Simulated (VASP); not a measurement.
Consider the following.

```
CELL_PARAMETERS angstrom
      0.00000     2.12000     2.12000
      2.12000     0.00000     2.12000
      2.12000     2.12000     0.00000
ATOMIC_POSITIONS crystal
  Ti 0.00000 0.00000 0.00000
  N  0.50000 0.50000 0.50000
```

These are revTPSS meta-GGA, VASP's PBE PAW potentials (set 64) (plane waves; VASP) values and carry that method's errors. Numerical set-up: 520 eV cut-off, 17×17×17 Γ-centred mesh, tetrahedra with Blöchl corrections, potentials Ti_sv N.

Question: What does the run give for the energy per atom (σ→0), band gap (over mesh and band path) with the smallest direct gap where there is one?

Answer: 
```yaml
band gap (over mesh and band path): none (metal, semimetal or under 0.01 eV)
energy per atom (σ→0): -10.417 eV/atom
```

Total energies compare only between runs with the same potentials, cut-off and functional.

The compound is TiN in the rock salt structure. The cell was not relaxed at this level. The electron count is odd and the run is not spin-polarised, which forces a metal.
